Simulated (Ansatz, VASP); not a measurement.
## BaWF3 in VASP and in Ansatz

```xyz
5
Lattice="4.3965 0.0000 0.0000 0.0000 4.3965 0.0000 0.0000 0.0000 4.3965" Properties=species:S:1:pos:R:3 pbc="T T T"
Ba    2.1982    2.1982    2.1982
W     0.0000    0.0000    0.0000
F     2.1982    0.0000    0.0000
F     0.0000    2.1982    0.0000
F     0.0000    0.0000    2.1982
```

Alike in both runs: functional PBE; k mesh 8 × 8 × 8; occupations gaussian, width 0.1 eV; no spin polarisation.

Ansatz relaxed the structure, and its values are those at the end. VASP's run is a single point on that final structure, the one shown.

|  | VASP | Ansatz |
| --- | --- | --- |
| version | VASP 6.6.1 | Ansatz 0.2.0 |
| potentials or method | VASP PAW PBE potentials, release 64 (Ba_sv, W_sv, F) | scalar-relativistic, plane waves, PAW |
| plane-wave cutoff (eV) | 520 | 420 |
| valence electrons in the cell | 45 | 45 |

|  | VASP | Ansatz | Ansatz less VASP |
| --- | --- | --- | --- |
| gap on the k mesh at the Fermi level (eV) | none | none | - |
| pressure (GPa) | 0.8 | 0.0 | -0.77 |

A gap of «none» marks a metal or a gap that the smearing closes. The functional is the same, so the differences come from potentials, cutoffs and numerics.

Caveats: an odd number of electrons without spin polarisation forces a metal; a magnetic or distorted state may lie lower. The runs have no spin-orbit coupling, so splittings on Ba, W are missing.
